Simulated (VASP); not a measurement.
Energy against volume of BaHfO₃ (cubic perovskite). The numbers are results of PBE GGA with D3 dispersion (Becke-Johnson damping), VASP's PBE PAW potentials (set 64) (plane waves; VASP), not measurements. Run with 520 eV cut-off, 5×5×5 Γ-centred mesh, Gaussian smearing of 0.050 eV, potentials Ba_sv Hf_pv O.

| V (Å³/atom) | E (eV/atom) |
|---|---|
| 13.724 | -8.91090 |
| 14.162 | -8.93428 |
| 14.600 | -8.94166 |
| 15.038 | -8.93551 |

Problem. Fit these four points and predict the energy of the run at 15.476 Å³/atom.

Solution. A cubic in V^(−2/3), the third-order Birch-Murnaghan form, passes through the four points with V0 = 14.61 Å³/atom and B0 = 164 GPa, and gives -8.9179 eV/atom there. The run gave -8.9179 eV/atom, +0.0 meV/atom from the fit; all five points give B0 = 164 GPa.

The compound is BaHfO3 in the cubic perovskite structure. It was relaxed first.
